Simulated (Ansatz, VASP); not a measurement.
# SbSe: VASP beside Ansatz

Wanted: the spread between two codes on one cell, functional and k mesh. The cell is taken from a series of runs on this material, whose earlier steps may have relaxed, scaled, displaced or heated it; both programs get it as it stands.

Program: Ansatz 0.2.0. Level of theory: plane waves, with VASP 6.6.1 beside it; relaxation of cell and atoms at PBEsol. Results are calculated unless marked as measured.

The structure was built from a prototype and need not be the compound's stable phase.

### 1. The starting structure

It takes space group Fm-3m (No. 225, cubic). The conventional cell has a = 5.920 Å, b = 5.920 Å, c = 5.920 Å, α = 90.00°, β = 90.00°, γ = 90.00°. Sb has 6 Se at 2.96 Å nearest. Nearest to Se lie 6 Sb at 2.96 Å. As first built, before any earlier steps moved the atoms (in the runner's words): all Bi replaced by Sb and Te replaced by Se in the Fm-3m structure of BiTe. Farther neighbours and most contacts between anions are not listed.

### 2. Ansatz: relaxation of cell and atoms, PBEsol

Ansatz runs on its default PAW (the set named soft_2) files.

The relaxed volume is the usual yardstick between codes: in a stiff, nearly cubic crystal its relative difference is about their pressure difference at one cell divided by the bulk modulus.

input.yaml

```yaml
crystal:
  lattice:
    - [0.0, 2.96013811, 2.96013811]
    - [2.96013811, 0.0, 2.96013811]
    - [2.96013811, 2.96013811, 0.0]
  atoms:
    - { symbol: Sb, position: [0.0, 0.0, 0.0] }
    - { symbol: Se, position: [0.5, 0.5, 0.5] }
kpoints:
  mp_grid: { grid: [7, 7, 7] }
scf:
  occupations: { method: fermi_dirac, width: 0.05 }
hamiltonian:
  xc: pbesol
output:
  forces: true
  stress: true
  write_density: true
  write_potential: true
  elf: true
  volumetric_format: npy
relax:
  f_tol: 0.02
  max_steps: 50
  cell: {}
```

Started as:

```sh
$ ansatz run input.yaml --threads 2 --pin off --max-ram 5120MiB --backend cpu --events-out ev --progress --plain --runs-dir out
```

Numbers of over 12 decimals in the logs are rounded to 6 here.

The program printed:

```text
Engine: ansatz 0.2.0, aarch64-unknown-linux-gnu
Pseudopotentials: kind: paw
Pseudopotential: Sb, paw, valence charge 15, recommended cutoff 420 eV (normal), Sb.paw.azcp
Pseudopotential: Se, paw, valence charge 16, recommended cutoff 420 eV (normal), Se.paw.azcp
Functional definition: PBEsol
  exchange = pbesol_x
  correlation = pbesol_c
Crystal: 2 atoms, lattice volume = 51.876 Å³
Basis set: ecut = 420 eV, 965 PW (Γ), exchange–correlation on 60×60×60 points (8 copies of the dense FFT grid, shifted against one another)
Bands: 20, of which v1, the nominal top of the filled ones, is band 16 counted from 1 (15 counted from 0)
Symmetry: 48 space group operations
Space group: Fm-3m (ITA 225), of the structure as read, at distance tolerance 3.7e-5 Å
k-points: 20 of 343
Non-local potential: Sb, projectors of the file, l = 0: 2, l = 1: 2, l = 2: 2, l = 3: 2
Non-local potential: Se, projectors of the file, l = 0: 2, l = 1: 2, l = 2: 3, l = 3: 1
PAW form: soft (Blöchl's): semilocal exchange-correlation on the pseudo side does not see the compensation charge
PAW frozen core: Sb, regenerated for the run's functional, and the local potential with it (the file was generated under x = pbe(κ = 0.804, μ = 0.219515), c = pbe(β = 0.066725))
PAW frozen core: Se, regenerated for the run's functional, and the local potential with it (the file was generated under x = pbe(κ = 0.804, μ = 0.219515), c = pbe(β = 0.066725))
PAW one-centre angular grid: Sb, 590 points (default); XC on 64 Gauss nodes
PAW one-centre angular grid: Se, 590 points (default); XC on 64 Gauss nodes
Initial density: superposition of atomic densities (neutral atoms: chi_scale 0, normalization atom), corrected by the library's trained network
Initial wavefunctions: pseudopotential atomic-orbital guess
Functional: x = pbesol(κ = 0.804, μ = 0.123457), c = pbesol(β = 0.046)
SCF iter   1: F=—  HF=-11832.382158 eV  |F-HF|=—  |Δ(HF+E_count)|=         —  Δρ=3.93e-3  dr2=1.50e-2  ethr=1.77e-3  ⟨swp⟩=6.1  Hψ=1925  notcnv=0
preconditioner: auto → none  [insulator: Δε(μ)=0.172 eV  Ē_g=10.277 eV  σ=0.050 eV  W_gap=0.68  n_scr=14 (ndim 8)  ℏωp=17.1 eV  f_vac=0.009  D(μ)=1.13/eV (n_scr^D=8)  ε∞_Penn≈3.8]
SCF iter   2: F=—  HF=-11832.377255 eV  |F-HF|=—  |Δ(HF+E_count)|=   4.90e-3  Δρ=1.75e-3  dr2=2.95e-3  ethr=4.83e-5  ⟨swp⟩=2.0  Hψ=702  notcnv=0  defer=8
SCF iter   3: F=—  HF=-11832.376511 eV  |F-HF|=—  |Δ(HF+E_count)|=   7.44e-4  Δρ=2.61e-4  dr2=4.83e-5  ethr=9.52e-6  ⟨swp⟩=1.9  Hψ=455  notcnv=0  defer=8
SCF iter   4: F=—  HF=-11832.376510 eV  |F-HF|=—  |Δ(HF+E_count)|=   1.57e-6  Δρ=5.73e-5  dr2=1.02e-6  ethr=1.56e-7  ⟨swp⟩=3.0  Hψ=678  notcnv=0  defer=8
iter 5 did not close the SCF: its close was put off for the readings that it lacked (scf_convergence_deferred on its scf_iter line)
SCF iter   5: F=-11832.376510 eV  HF=-11832.376510 eV  |F-HF|=1.07e-7  |Δ(HF+E_count)|=   8.24e-8  Δρ=1.69e-5  dr2=4.57e-8  ethr=3.30e-9  ⟨swp⟩=2.0  Hψ=701  notcnv=0  defer=8
SCF iter   6: F=-11832.376510 eV  HF=-11832.376510 eV  |F-HF|=1.51e-9  |Δ(HF+E_count)|=   1.16e-7  Δρ=2.94e-6  dr2=2.35e-9  ethr=1.47e-10  ⟨swp⟩=5.6  Hψ=2294  notcnv=0
SCF 1 converged in 6 iterations: F = -11832.376510 eV  dr2 = 2.35e-9
  greatest PAW one-centre occupation: 1.000 electrons in one spin orbital (limit 2), on the Se atom at site 1 (counted from 0), in its partial waves of l = 2
relax step   1: F+E_penalty+E_count = -11832.37651004 eV  Δ(F+E_penalty+E_count) = +0.000e0 eV  max|allowed force component| = 1.256e-29 eV/Å  Δτ_max = 0.0000 Å  P = -0.249 GPa  Ω = 51.876 Å³  (6 SCF iters, dr2 threshold 1.00e-7 eV, accepted)
[...]
relax step   2: F+E_penalty+E_count = -11832.37661542 eV  Δ(F+E_penalty+E_count) = -1.054e-4 eV  max|allowed force component| = 4.312e-29 eV/Å  Δτ_max = 0.0000 Å  P = +0.211 GPa  Ω = 51.522 Å³  energy of the carried Pulay correction = +6.002e-5 eV  (6 SCF iters, dr2 threshold 1.56e-7 eV, accepted)
[...]
relax step   3: F+E_penalty+E_count = -11832.37669337 eV  Δ(F+E_penalty+E_count) = -7.794e-5 eV  max|allowed force component| = 3.918e-29 eV/Å  Δτ_max = 0.0000 Å  P = -0.001 GPa  Ω = 51.684 Å³  energy of the carried Pulay correction = +3.256e-5 eV  (6 SCF iters, dr2 threshold 1.11e-7 eV, accepted)
[...]
relax step   4: F+E_penalty+E_count = -11832.37665715 eV  Δ(F+E_penalty+E_count) = +3.622e-5 eV  max|allowed force component| = 3.681e-30 eV/Å  Δτ_max = 0.0000 Å  P = -0.001 GPa  Ω = 51.684 Å³  stress off target by 9.41e-4 GPa  SCF on the basis re-selected at this cell (its energy is not comparable with the rows above)  (8 SCF iters)
basis re-selected at this cell: Δ(F+E_penalty+E_count) = +3.622e-5 eV, ΔP = +0.000 GPa vs the last step (what re-selecting the basis moved, of the pressure what is left beyond the Pulay correction that the steps carried, after the strain that the cell walked since its last selection, with what the two solves' SCF thresholds leave and, on support functions, any second-order correction that the steps lacked; it is no m [...]
SCF converged after 8 iterations
Free energy (F): -11832.376657 eV
Harris-Foulkes:  -11832.376657 eV  (|F-HF|=1.82e-12)
Internal energy: -11832.366989 eV  (E = F + TS)
E sigma→0 (E₀):  -11832.371823 eV
Entropy (-TS):   -0.009669 eV (-4.834 meV/atom)
Fermi energy:    10.323179 eV
--- Per-component energies (eV) ---
  E_band       = -529.506058
  E_kinetic    = 324.602320
  E_local      = -3844.299243  (includes V_loc(G=0)·N_el)
  E_nonlocal   = -228.545349
  E_hartree    = 1844.022290
  E_xc         = -240.765122
  E_vxc        = -194.555240  (∫ρ·V_xc dr)
  E_paw        = -6366.539266  (= ΣΔE_a)
  E_vpaw       = -274.752531  (= ΣTr[D̂ρ^β])
  E_aug_tail   = -0.000594  (compensation charges beyond the density's cutoff)
  E_ewald      = -3322.182331
  E_core_change = 1.340307  (= ΣΔE_core)
  E_smearing   = -0.009669  (= −TS)
  E_closure    = -0.000000  (closes the sum)
  Σ components = -11832.376657   (vs F -11832.376657, Δ=0.00e0)
--- Forces (eV/Å), atoms counted from 1 ---
  atom   1  Sb    -0.00000000     0.00000000     0.00000000
  atom   2  Se    -0.00000000     0.00000000     0.00000000
  max |Σ_I F_I| component: 1.68e-29 eV/Å
--- Stress (GPa, compression-positive) ---
       -0.000941      -0.000000      -0.000000
       -0.000000      -0.000941       0.000000
       -0.000000       0.000000      -0.000941
  P = ⅓ Tr σ = -0.0009 GPa (-0.009 kbar)
--- Band table (eV; the first three rows and the last of 20) ---
  k-point 0: bands = [... 12 lower, 7.2041, 7.2041, 7.2041, 12.9215, 12.9215, 12.9215, 15.2843, 15.2843]
  k-point 1: bands = [... 12 lower, 7.2436, 7.2436, 7.5945, 12.0497, 12.0936, 12.0936, 15.2125, 15.7494]
  k-point 2: bands = [... 12 lower, 7.3825, 7.3825, 8.2308, 10.7050, 10.7952, 10.7952, 15.8042, 17.0298]
  k-point 19: bands = [... 12 lower, 4.2953, 5.0231, 8.0690, 10.4615, 13.6135, 14.4056, 15.5381, 16.9737]
--- Relaxed structure (3 steps of the walk, 3 accepted, 1 SCFs on fresh bases) ---
  F+E_penalty+E_count = -11832.37665715 eV   max|allowed force component| = 3.681e-30 eV/Å   (the final SCF, on the basis selected at the relaxed cell)
  cell:  # Å, volume = 51.6838 Å³
    - [0, 2.956479, 2.956479]
    - [2.956479, 0, 2.956479]
    - [2.956479, 2.956479, 0]
  atoms:
    - { symbol: Sb, position: [0, 0, 0] }
    - { symbol: Se, position: [0.500000, 0.500000, 0.500000] }
```

The column dr2 measures how far the density is from self-consistency, as an energy; F and HF (Harris–Foulkes) agree once it is small.

### 3. VASP: relaxation of cell and atoms, PBEsol

The same cell, functional, mesh and smearing now go to VASP, with its own data sets.

Lines of VASP's logs that name or quote its potential files are left out, and so is its time.

INCAR

```
SYSTEM = SbSe
PREC = Accurate
ENCUT = 500
EDIFF = 1E-07
NELM = 120
ISMEAR = -1
SIGMA = 0.05
LREAL = .FALSE.
ALGO = Normal
GGA = PS
NBANDS = 11
LORBIT = 11
LWAVE = .FALSE.
LCHARG = .FALSE.
ISIF = 3
IBRION = 2
NSW = 80
EDIFFG = -0.005
LASPH = .TRUE.
GGA_COMPAT = .FALSE.
NELMIN = 4
```

POSCAR

```
SbSe
1.0
    0.0000000000      2.9601380000      2.9601380000
    2.9601380000      0.0000000000      2.9601380000
    2.9601380000      2.9601380000      0.0000000000
Sb Se
1 1
Direct
    0.0000000000      0.0000000000      0.0000000000
    0.5000000000      0.5000000000      0.5000000000
```

KPOINTS

```
Automatic mesh
0
Gamma
7 7 7
0 0 0
```

The projector-augmented-wave data sets are Sb and Se (PBE family, release 64).

Started as:

```sh
$ mpirun -np 1 vasp_std
```

The program printed:

```text
[banner, memory and clock lines left out]
running    1 mpi-ranks, on    1 nodes
 distrk:  each k-point on    1 cores,    1 groups
 distr:  one band on    1 cores,    1 groups

 POSCAR found type information on POSCAR SbSe
 POSCAR found :  2 types and       2 ions
|                                                                             |
|               ----> ADVICE to this user running VASP <----                  |
|                                                                             |
|     You enforced a specific xc type in the INCAR file but a different       |
|     [... a line on the potential file left out ...]
|     I HOPE YOU KNOW WHAT YOU ARE DOING!                                     |
|                                                                             |

 LDA part: xc-table for (Slater+PW92), standard interpolation
 POSCAR, INCAR and KPOINTS ok, starting setup
 FFT: planning ... GRIDC
 FFT: planning ... GRID_SOFT
 FFT: planning ... GRID
 WAVECAR not read
 entering main loop
       N       E                     dE             d eps       ncg     rms          rms(c)
DAV:   1     0.394002408514E+02    0.39400E+02   -0.39670E+03   440   0.732E+02
DAV:   2    -0.628044627215E+01   -0.45681E+02   -0.43967E+02   611   0.132E+02
DAV:   3    -0.854575276731E+01   -0.22653E+01   -0.22554E+01   542   0.319E+01
DAV:   4    -0.856428903593E+01   -0.18536E-01   -0.18528E-01   523   0.339E+00
DAV:   5    -0.856446541964E+01   -0.17638E-03   -0.17638E-03   509   0.344E-01    0.436E+00
DAV:   6    -0.850967198848E+01    0.54793E-01   -0.22240E-01   472   0.175E+00    0.262E+00
DAV:   7    -0.850925473620E+01    0.41725E-03   -0.26382E-02   515   0.789E-01    0.871E-01
DAV:   8    -0.850899819533E+01    0.25654E-03   -0.32075E-03   470   0.278E-01    0.112E-01
DAV:   9    -0.850899746510E+01    0.73023E-06   -0.39417E-04   497   0.108E-01    0.516E-02
DAV:  10    -0.850899728839E+01    0.17671E-06   -0.25654E-05   476   0.334E-02    0.782E-03
DAV:  11    -0.850899786242E+01   -0.57403E-06   -0.34751E-06   515   0.113E-02    0.437E-03
DAV:  12    -0.850899779810E+01    0.64319E-07   -0.10891E-07   396   0.234E-03
   1 F= -.85089978E+01 E0= -.85041797E+01  d E =-.850900E+01
 curvature:   0.00 expect dE= 0.000E+00 dE for cont linesearch  0.000E+00
 trial: gam= 0.00000 g(F)=  0.366E-65 g(S)=  0.491E-03 ort = 0.000E+00 (trialstep = 0.100E+01)
 search vector abs. value=  0.491E-03
 bond charge predicted
       N       E                     dE             d eps       ncg     rms          rms(c)
DAV:   1    -0.851000292218E+01   -0.10051E-02   -0.21686E-02   443   0.792E-01    0.151E-01
DAV:   2    -0.850928727173E+01    0.71565E-03   -0.17794E-03   476   0.204E-01    0.670E-02
DAV:   3    -0.850913253157E+01    0.15474E-03   -0.30836E-04   458   0.999E-02    0.250E-02
DAV:   4    -0.850910798736E+01    0.24544E-04   -0.55445E-05   470   0.376E-02    0.852E-03
DAV:   5    -0.850910771877E+01    0.26859E-06   -0.24556E-06   491   0.967E-03    0.589E-03
DAV:   6    -0.850910758629E+01    0.13248E-06   -0.20170E-07   325   0.292E-03    0.758E-04
DAV:   7    -0.850910758368E+01    0.26105E-08   -0.15197E-08   232   0.961E-04
   2 F= -.85091076E+01 E0= -.85042114E+01  d E =-.109786E-03
 trial-energy change:   -0.000110  1 .order   -0.000103   -0.000491    0.000284
 step:   0.6447(harm=  0.6332)  dis= 0.00000  next Energy=    -8.509158 (dE=-0.160E-03)
 bond charge predicted
       N       E                     dE             d eps       ncg     rms          rms(c)
DAV:   1    -0.850927329301E+01   -0.16571E-03   -0.27334E-03   443   0.280E-01    0.535E-02
DAV:   2    -0.850918190539E+01    0.91388E-04   -0.22736E-04   473   0.728E-02    0.237E-02
DAV:   3    -0.850916155599E+01    0.20349E-04   -0.38678E-05   455   0.354E-02    0.900E-03
DAV:   4    -0.850915794413E+01    0.36119E-05   -0.70693E-06   470   0.134E-02    0.301E-03
DAV:   5    -0.850915786800E+01    0.76127E-07   -0.30047E-07   398   0.341E-03
   3 F= -.85091579E+01 E0= -.85042901E+01  d E =-.160070E-03
 curvature:  -0.32 expect dE=-0.327E-07 dE for cont linesearch -0.327E-07
 trial: gam= 0.00000 g(F)=  0.135E-60 g(S)=  0.104E-06 ort =-0.713E-05 (trialstep = 0.929E+00)
 search vector abs. value=  0.104E-06
 reached required accuracy - stopping structural energy minimisation
```

OUTCAR, selected parts (step 3):

```text
ion  position               nearest neighbor table
   1  0.000  0.000  0.000-   2 2.96   2 2.96   2 2.96   2 2.96   2 2.96   2 2.96
   2  0.500  0.500  0.500-   1 2.96   1 2.96   1 2.96   1 2.96   1 2.96   1 2.96

  LATTYP: Found a face centered cubic cell.
 ALAT       =     5.9202760000

 Subroutine GETGRP returns: Found 48 space group operations
 (whereof 48 operations were pure point group operations)

The static configuration has the point symmetry O_h .

 Found     20 irreducible k-points:

   k-points           NKPTS =     20   k-points in BZ     NKDIM =     20   number of bands    NBANDS=     11

   dimension x,y,z NGX =    32 NGY =   32 NGZ =   32
   dimension x,y,z NGXF=    64 NGYF=   64 NGZF=   64

   ENCUT  =  500.0 eV  36.75 Ry    6.06 a.u.   7.63  7.63  7.63*2*pi/ulx,y,z

   NELECT =      11.0000    total number of electrons

 k-points in reciprocal lattice and weights: Automatic mesh
   0.00000000  0.00000000  0.00000000       0.003
   0.14285714  0.00000000  0.00000000       0.023
   0.28571429  0.00000000  0.00000000       0.023
   0.42857143  0.00000000  0.00000000       0.023
   0.14285714  0.14285714  0.00000000       0.017
   0.28571429  0.14285714  0.00000000       0.070
   0.42857143  0.14285714  0.00000000       0.070
  -0.42857143  0.14285714  0.00000000       0.070
  -0.28571429  0.14285714  0.00000000       0.070
[...]
-0.42857143  0.42857143  0.14285714       0.070
  -0.28571429  0.42857143  0.14285714       0.070

 average (electrostatic) potential at core
       1 -86.6429       2 -52.6075

 E-fermi :   6.4641

 k-point     1 :       0.0000    0.0000    0.0000
  band No.  band energies     occupation
      1      -8.6036      2.00000
      2      -0.7114      2.00000
      3       3.3433      2.00000
      4       3.3433      2.00000
      5       3.3433      2.00000
      6       9.0654      0.00000
      7       9.0654      0.00000
      8       9.0654      0.00000
      9      11.3785      0.00000
     10      11.3785      0.00000
    ...

 k-point     2 :       0.1429    0.0000    0.0000
  band No.  band energies     occupation
      1      -8.4263      2.00000
      2      -1.3550      2.00000
      3       3.3823      2.00000
      4       3.3823      2.00000
      5       3.7362      2.00000
      6       8.1933      0.00000
      7       8.2348      0.00000
      8       8.2348      0.00000
      9      11.3197      0.00000
     10      11.8371      0.00000
    ...

 k-point     3 :       0.2857    0.0000    0.0000
  band No.  band energies     occupation
      1      -7.9461      2.00000
      2      -2.6302      2.00000
      3       3.5203      2.00000
      4       3.5203      2.00000
      5       4.3744      2.00000
      6       6.8495      0.00090
      7       6.9347      0.00016
      8       6.9347      0.00016
      9      11.9139      0.00000
     10      13.0974      0.00000
    ...

  Total        0.0011960      0.0011960      0.0011960      0.0000000      0.0000000     -0.0000000
  in kB        0.0370816      0.0370816      0.0370816      0.0000000      0.0000000     -0.0000000
  external PRESSURE =       0.0370816 kB  Pullay stress =       0.0000000 kB

  energy-cutoff  :      500.00
  volume of cell :       51.68
      direct lattice vectors                 reciprocal lattice vectors
     0.000000000  2.956346057  2.956346057    -0.169127697  0.169127697  0.169127697
     2.956346057  0.000000000  2.956346057     0.169127697 -0.169127697  0.169127697
     2.956346057  2.956346057  0.000000000     0.169127697  0.169127697 -0.169127697

 POSITION                                       TOTAL-FORCE (eV/Angst)
 -----------------------------------------------------------------------------------
      0.00000      0.00000      0.00000        -0.000000     -0.000000     -0.000000
      2.95635      2.95635      2.95635         0.000000      0.000000      0.000000
 -----------------------------------------------------------------------------------
    total drift:                                0.000000     -0.000000      0.000000

  FREE ENERGIE OF THE ION-ELECTRON SYSTEM (eV)
  ---------------------------------------------------
  free  energy   TOTEN  =        -8.5091578680 eV

  energy  without entropy=       -8.4994222395  energy(sigma->0) =       -8.50429005

 reached required accuracy - stopping structural energy minimisation

 total charge
# of ion       s       p       d       tot
------------------------------------------
    1        1.279   0.997   0.039   2.314
    2        1.519   2.176   0.046   3.742
--------------------------------------------------
tot          2.798   3.173   0.085   6.056

[... 3 further parts left out ...]
```

CONTCAR:

```
SbSe
   1.00000000000000
     0.0000000000000000    2.9563460571829605    2.9563460571829605
     2.9563460571829605    0.0000000000000000    2.9563460571829605
     2.9563460571829605    2.9563460571829605    0.0000000000000000
  Sb              Se
     1     1
Direct
     0.0000000000000000    0.0000000000000000    0.0000000000000000
     0.5000000000000000    0.5000000000000000    0.5000000000000000
```

This run has no spin polarisation. Its electron count is odd, so without a moment it is a metal by construction. The k-mesh is coarse for a metal. The run keeps the 48 symmetry operations of its start, so it cannot find a distortion of lower symmetry.

### 4. Side by side

Known differences besides the potentials themselves: the data sets hold 31 valence electrons in Ansatz (on its default PAW (the set named soft_2) files) and 11 in VASP; the cutoff is 420 eV in Ansatz and 500 eV in VASP; Ansatz makes its cores anew for this functional, VASP keeps those of its PBE data sets; Ansatz adds a Pulay correction to the stress that steers its cell, VASP none. Total energies have different zeros and are not compared.

Both answers:

| quantity | Ansatz | VASP | difference |
| --- | --- | --- | --- |
| volume (Å³) | 51.68 | 51.68 | +0.01 % |
| edge a after relaxation, in the typed setting (Å) | 4.181 | 4.181 | +0.00 % |

### 5. Results

- difference in volume (relaxation of cell and atoms, PBEsol): 0.014 %

**Reading.** The difference in volume is 0.014 % (relaxation of cell and atoms, PBEsol), within the 1.2 % picked in this series as the mark of a large difference, as far as the stopping tolerances let one tell. The data sets hold unlike numbers of valence electrons (31 in Ansatz and 11 in VASP), so part of the differences comes from the potentials. Such differences can come from data sets, numerical settings and the points named under the comparisons, not from the functional's error against experiment.

[Lines on the potential files, build, host, timing and source positions are cut from VASP's logs without a mark.]

[Logs are printed without paths, hosts, clocks, repeated set-up lines and the standing remarks that a program may print on its own settings, such as how far it seeks lower states.]

[Hosts, paths, dates, database ids (printed as entryN), source tags and the programs' standing remarks are cut or masked in the printed files.]
